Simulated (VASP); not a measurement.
VASP ran on this input.

**KPOINTS**
```
Automatic mesh
0
Gamma
11 11 6
0 0 0
```

INCAR:
```
# general
SYSTEM =Sc
PREC   =Accurate
ENCUT  =520
LREAL  =.False.
LASPH  =.True.

# electronic loop
EDIFF  =1E-6
NELM   =100
ALGO   =Normal
LMAXMIX=4

# smearing
ISMEAR =1
SIGMA  =0.1

# functional
GGA    =RP

# ions
IBRION =2
NSW    =60
ISIF   =3
EDIFFG =-0.01

# output
LWAVE  =.False.
LCHARG =.False.
```

### POSCAR
```
Sc
1.0
  1.6550000000  -2.8665440000   0.0000000000
  1.6550000000   2.8665440000   0.0000000000
  0.0000000000   0.0000000000   5.2700000000
Sc
2
Direct
  0.3333330000   0.6666670000   0.2500000000
  0.6666670000   0.3333330000   0.7500000000
```

POTCAR, in this order: Sc_sv (PBE.64 set). Program: vasp_std.

**Question.** Translate this RPBE calculation to Ansatz.

**Answer.** One equivalent input (not run):
Ansatz 0.2 input:
```yaml
crystal:
  lattice:
    - [1.6550000, -2.8665440, 0.0000000]
    - [1.6550000, 2.8665440, 0.0000000]
    - [0.0000000, 0.0000000, 5.2700000]
  atoms:
    - { symbol: Sc, position: [0.3333330, 0.6666670, 0.2500000] }
    - { symbol: Sc, position: [0.6666670, 0.3333330, 0.7500000] }
kpoints:
  mp_grid: { grid: [11, 11, 6] }
hamiltonian:
  xc: rpbe
  pseudopotentials: { kind: paw }
scf:
  occupations: { method: methfessel_paxton, width: 0.1 }
  max_iter: 100
relax:
  max_steps: 60
  f_tol: 0.01
  cell: {}
output: { forces: true, stress: true, eigenvalues: true }
```
The two are equivalent in intent, not identical: each code has its own PAW files, so the cut-off isn't converted (ENCUT is set for VASP's; basis.ecutwfc is left out, and Ansatz then takes the one that its files recommend); Ansatz stops its SCF on the density residual and VASP on the energy change (EDIFF).

The compound is Sc in the hcp structure. This run relaxes it. Symmetry was kept, so distortions that lower it aren't found.
